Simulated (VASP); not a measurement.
All values below come from r2SCAN meta-GGA, VASP's PBE PAW potentials (set 64) (plane waves; VASP 6.6.1).

Input for VASP

### KPOINTS_OPT
```
k-points along high-symmetry lines
10
Line-mode
Reciprocal
  0.000000   0.000000   0.000000 ! GAMMA
  0.500000   0.000000   0.500000 ! X

  0.500000   0.000000   0.500000 ! X
  0.625000   0.250000   0.625000 ! U

  0.375000   0.375000   0.750000 ! K
  0.000000   0.000000   0.000000 ! GAMMA

  0.000000   0.000000   0.000000 ! GAMMA
  0.500000   0.500000   0.500000 ! L

  0.500000   0.500000   0.500000 ! L
  0.500000   0.250000   0.750000 ! W

  0.500000   0.250000   0.750000 ! W
  0.500000   0.000000   0.500000 ! X
```

POSCAR:
```
PtSb
5.5041370
  0.0000000000   0.5000000173   0.5000000173
  0.5000000173   0.0000000000   0.5000000173
  0.5000000173   0.5000000173   0.0000000000
Pt Sb
1 1
Cart
  0.0000000000   0.0000000000   0.0000000000
  0.5000000173   0.5000000173   0.5000000173
```

INCAR:
```
SYSTEM = PtSb
PREC = Accurate
ENCUT = 400
EDIFF = 1E-7
NELM = 100
ALGO = Normal
LREAL = .FALSE.
LASPH = .TRUE.
ISMEAR = -5
METAGGA = R2SCAN
LMIXTAU = .TRUE.
LMAXMIX = 6
LWAVE = .FALSE.
LCHARG = .FALSE.
LORBIT = 11
NEDOS = 601
ISIF = 2
```

KPOINTS:
```
Automatic
0
gamma
 13 13 13
0 0 0
```

POTCAR, in this order: Pt Sb (PBE.64 set). Program: vasp_std.

Output of the run:

**OSZICAR**
```
       N       E                     dE             d eps       ncg     rms          rms(c)
DAV:   1    -0.646337274978E+01   -0.64634E+01   -0.55003E+03  1880   0.937E+02
DAV:   2    -0.793834781727E+02   -0.72920E+02   -0.67975E+02  2183   0.200E+02
DAV:   3    -0.815445521568E+02   -0.21611E+01   -0.21250E+01  2130   0.378E+01
DAV:   4    -0.815655252345E+02   -0.20973E-01   -0.20937E-01  2050   0.417E+00
DAV:   5    -0.815658222744E+02   -0.29704E-03   -0.29737E-03  2148   0.526E-01    0.744E+00
DAV:   6    -0.777313544042E+02    0.38345E+01   -0.21862E+00  1959   0.153E+01    0.380E+00
DAV:   7    -0.778019250037E+02   -0.70571E-01   -0.28149E-01  1863   0.548E+00    0.262E+00
DAV:   8    -0.778229177909E+02   -0.20993E-01   -0.92524E-02  1964   0.255E+00    0.553E-01
DAV:   9    -0.778349070090E+02   -0.11989E-01   -0.33440E-02  1973   0.168E+00    0.129E-01
DAV:  10    -0.778393785149E+02   -0.44715E-02   -0.85718E-03  1925   0.893E-01    0.611E-02
DAV:  11    -0.778408249911E+02   -0.14465E-02   -0.57296E-04  1950   0.226E-01    0.346E-02
DAV:  12    -0.778410021167E+02   -0.17713E-03   -0.16150E-04  1993   0.133E-01    0.183E-02
DAV:  13    -0.778410459754E+02   -0.43859E-04   -0.44496E-05  1902   0.893E-02    0.843E-03
DAV:  14    -0.778410544373E+02   -0.84619E-05   -0.76228E-06  1935   0.351E-02    0.304E-03
DAV:  15    -0.778410480883E+02    0.63490E-05   -0.31196E-06  1968   0.174E-02    0.195E-03
DAV:  16    -0.778410491002E+02   -0.10119E-05   -0.82155E-07  1977   0.924E-03    0.535E-04
DAV:  17    -0.778410505398E+02   -0.14396E-05   -0.94165E-08  1119   0.381E-03    0.263E-04
DAV:  18    -0.778410503016E+02    0.23829E-06   -0.78127E-09   975   0.864E-04    0.998E-05
DAV:  19    -0.778410503780E+02   -0.76489E-07   -0.20029E-09   972   0.476E-04
   1 F= -.77841050E+02 E0= -.77841050E+02  d E =0.000000E+00
       N       E                     dE             ncg
```

File OUTCAR:
```
------------------------ aborting loop because EDIFF is reached ----------------------------------------
  FORCE on cell =-STRESS in cart. coord.  units (eV):
  Direction    XX          YY          ZZ          XY          YZ          ZX
  --------------------------------------------------------------------------------------
  Total       -0.0540861     -0.0540861     -0.0540861     -0.0000000      0.0000000     -0.0000000
  in kB       -2.0786828     -2.0786828     -2.0786828     -0.0000000      0.0000000     -0.0000000
  external PRESSURE =      -2.0786828 kB  Pullay stress =       0.0000000 kB
  volume of cell :       41.69
      direct lattice vectors                 reciprocal lattice vectors
     0.000000000  2.752068595  2.752068595    -0.181681518  0.181681518  0.181681518
     2.752068595  0.000000000  2.752068595     0.181681518 -0.181681518  0.181681518
     2.752068595  2.752068595  0.000000000     0.181681518  0.181681518 -0.181681518
 POSITION                                       TOTAL-FORCE (eV/Angst)
 -----------------------------------------------------------------------------------
      0.00000      0.00000      0.00000        -0.000000      0.000000      0.000000
      2.75207      2.75207      2.75207         0.000000     -0.000000     -0.000000
 -----------------------------------------------------------------------------------
    total drift:                               -0.000000      0.000000      0.000000
  FREE ENERGIE OF THE ION-ELECTRON SYSTEM (eV)
  ---------------------------------------------------
  free  energy   TOTEN  =       -77.8410503780 eV

  energy  without entropy=      -77.8410503780  energy(sigma->0) =      -77.84105038

 total charge

# of ion       s       p       d       tot
------------------------------------------
    1        0.752   0.422   8.193   9.368
    2        1.126   1.148   0.080   2.354
--------------------------------------------------
tot          1.878   1.571   8.274  11.722
```
(Selected blocks of OUTCAR.)

**OUTCAR**
```
 val. band max:        9.2638072894   @ k =   0.4615   0.3077   0.0000

 cond. band min:       9.1383244638   @ k =  -0.2308   0.2308   0.0000


 Fermi energy:         9.2394928441

 k-point     1 :       0.0000    0.0000    0.0000
  band No.  band energies     occupation
      1      -3.5582      2.00000
      2       5.7095      2.00000
      3       5.7095      2.00000
      4       5.7095      2.00000
      5       5.8309      2.00000
      6       5.8309      2.00000
      7      10.5287      0.00000
      8      10.5287      0.00000
      9      10.5287      0.00000
     10      14.6418      0.00000
     11      17.9106      0.00000

 k-point     2 :       0.0769    0.0000    0.0000
  band No.  band energies     occupation
      1      -3.4628      2.00000
      2       5.6315      2.00000
      3       5.6642      2.00000
      4       5.6642      2.00000
      5       5.7817      2.00000
      6       5.7817      2.00000
      7       9.9496     -0.09100
      8      10.7353      0.00000
      9      10.7353      0.00000
     10      15.2344      0.00000
     11      17.7750      0.00000

 k-point     3 :       0.1538    0.0000    0.0000
  band No.  band energies     occupation
      1      -3.1795      2.00000
      2       5.3547      2.00000
      3       5.3547      2.00000
      4       5.3586      2.00000
      5       5.8754      2.00000
      6       5.8754      2.00000
      7       8.8497      1.83569
      8      11.2728      0.00000
      9      11.2728      0.00000
     10      16.1343      0.00000
     11      17.4975      0.00000

 k-point     4 :       0.2308    0.0000    0.0000
  band No.  band energies     occupation
      1      -2.7184      2.00000
      2       4.7826      2.00000
      3       4.9743      2.00000
      4       4.9743      2.00000
      5       6.0332      2.00000
      6       6.0332      2.00000
      7       7.8973      2.00000
      8      11.9854      0.00000
      9      11.9854      0.00000
...
```

For a metal the tetrahedron method with Blöchl corrections gives inexact stress and forces. Unless said otherwise, spin-orbit coupling is left out, though it shifts the bands of the heavy elements here.

The structure was generated: PtSb was put into the rock salt type (Fm-3m), which need not be its known phase. It was relaxed first, which changed the volume by -20 %. The electron count is odd and the run is not spin-polarised, which forces a metal.
